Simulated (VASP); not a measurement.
Energy against volume of CsBr (CsCl type). Level of theory: PBE GGA with D4 dispersion, VASP's PBE PAW potentials (set 64) (plane waves; VASP). Numerical set-up: 520 eV cut-off, 6×6×6 Γ-centred mesh, Gaussian smearing of 0.050 eV, potentials Cs_sv Br.

```tsv
V (Å³/atom)	E (eV/atom)
39.304	-3.16706
40.520	-3.16890
41.736	-3.16753
42.951	-3.16347
```

Q: Fit these four points and predict the energy of the run at 38.089 Å³/atom.

A: A cubic in V^(−2/3), the third-order Birch-Murnaghan form, passes through the four points with V0 = 40.57 Å³/atom and B0 = 14 GPa, and gives -3.1614 eV/atom there. The run gave -3.1613 eV/atom, +0.1 meV/atom from the fit; all five points give B0 = 14 GPa.

The compound is CsBr in the CsCl type structure. It was relaxed first.
